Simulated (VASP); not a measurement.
All values below come from PBEsol GGA, VASP's PBE PAW potentials (set 64) (plane waves; VASP).

VASP input:

### KPOINTS
```
Regular mesh
0
Gamma
 5 4 1
0 0 0
```

File POSCAR:
```
CaSe(110) slab
1
    4.1549586804     0.0000000000     0.0000000000
    0.0000000000     5.8759991200     0.0000000000
    0.0000000000     0.0000000000    27.3533873251
Ca Se
6 6
Direct
  0.0000000000   0.0000000000   0.3173160024
  0.5000000000   0.5000000000   0.3812665154
  0.0000000000   0.0000000000   0.4646817524
  0.5000000000   0.5000000000   0.5353182476
  0.0000000000   0.0000000000   0.6187334846
  0.5000000000   0.5000000000   0.6826839976
  0.5000000000   0.0000000000   0.3866272154
  0.0000000000   0.5000000000   0.3081991996
  0.5000000000   0.0000000000   0.5388903864
  0.0000000000   0.5000000000   0.4611096136
  0.5000000000   0.0000000000   0.6918008004
  0.0000000000   0.5000000000   0.6133727846
```

INCAR:
```
ALGO=Normal
DIPOL=0.5 0.5 0.5
EDIFF=1E-6
ENCUT=400
GGA=PS
IDIPOL=3
ISMEAR=0
LASPH=.TRUE.
LCHARG=.FALSE.
LDIPOL=.TRUE.
LMAXMIX=4
LORBIT=11
LREAL=.FALSE.
LVHAR=.TRUE.
LWAVE=.FALSE.
NELM=100
NELMIN=4
PREC=Normal
SIGMA=0.05
SYSTEM=CaSe(110) slab
```

POTCAR, in this order: Ca_sv Se (PBE.64 set). Program: vasp_std. Read from the step before: WAVECAR.

Output of the run:

**OSZICAR**
```
       N       E                     dE             d eps       ncg     rms          rms(c)
DAV:   1    -0.577895169468E+02   -0.57790E+02   -0.11053E-05  1387   0.113E-02    0.279E-03
DAV:   2    -0.577895167416E+02    0.20525E-06   -0.30727E-06  1035   0.670E-03    0.184E-03
DAV:   3    -0.577895166496E+02    0.92043E-07   -0.71623E-07   705   0.301E-03    0.869E-04
DAV:   4    -0.577895166937E+02   -0.44173E-07   -0.29178E-07   641   0.179E-03
   1 F= -.57789517E+02 E0= -.57789517E+02  d E =-.867033E-18
```

OUTCAR:
```
------------------------ aborting loop because EDIFF is reached ----------------------------------------
  FORCE on cell =-STRESS in cart. coord.  units (eV):
  Direction    XX          YY          ZZ          XY          YZ          ZX
  --------------------------------------------------------------------------------------
  Total        2.6738980     -6.5683024     -0.3075356      0.0000000      0.0000000      0.0000000
  in kB        6.4149885    -15.7581118     -0.7378132      0.0000000      0.0000000      0.0000000
  external PRESSURE =      -3.3603121 kB  Pullay stress =       0.0000000 kB
  volume of cell :      667.82
      direct lattice vectors                 reciprocal lattice vectors
     4.154958680  0.000000000  0.000000000     0.240676280  0.000000000  0.000000000
     0.000000000  5.875999120  0.000000000     0.000000000  0.170183824  0.000000000
     0.000000000  0.000000000 27.353387325     0.000000000  0.000000000  0.036558543
 POSITION                                       TOTAL-FORCE (eV/Angst)
 -----------------------------------------------------------------------------------
      0.00000      0.00000      8.67967         0.000000      0.000000      0.003513
      2.07748      2.93800     10.42893         0.000000      0.000000      0.007233
      0.00000      0.00000     12.71062         0.000000      0.000000      0.006116
      2.07748      2.93800     14.64277         0.000000      0.000000     -0.006116
      0.00000      0.00000     16.92446         0.000000      0.000000     -0.007233
      2.07748      2.93800     18.67372         0.000000      0.000000     -0.003513
      2.07748      0.00000     10.57556         0.000000      0.000000     -0.002019
      0.00000      2.93800      8.43029         0.000000      0.000000      0.012215
      2.07748      0.00000     14.74048         0.000000      0.000000     -0.000912
      0.00000      2.93800     12.61291         0.000000      0.000000      0.000912
      2.07748      0.00000     18.92310         0.000000      0.000000     -0.012215
      0.00000      2.93800     16.77782         0.000000      0.000000      0.002019
 -----------------------------------------------------------------------------------
    total drift:                                0.000000      0.000000      0.000000
  FREE ENERGIE OF THE ION-ELECTRON SYSTEM (eV)
  ---------------------------------------------------
  free  energy   TOTEN  =       -57.7895166937 eV

  energy  without entropy=      -57.7895166937  energy(sigma->0) =      -57.78951669

 total charge

# of ion       s       p       d       tot
------------------------------------------
    1        2.038   5.842   0.249   8.128
    2        2.037   5.852   0.255   8.143
    3        2.034   5.851   0.250   8.135
    4        2.034   5.851   0.250   8.135
    5        2.037   5.852   0.255   8.143
    6        2.038   5.842   0.249   8.128
    7        1.434   2.497   0.006   3.937
    8        1.437   2.425   0.005   3.867
    9        1.433   2.478   0.006   3.917
   10        1.433   2.478   0.006   3.917
   11        1.437   2.425   0.005   3.867
   12        1.434   2.497   0.006   3.937
--------------------------------------------------
tot         20.825  49.890   1.542  72.257
```
(Selected blocks of OUTCAR.)

The cell is a thin slab with vacuum, built from CaSe (rock salt): (110) face.
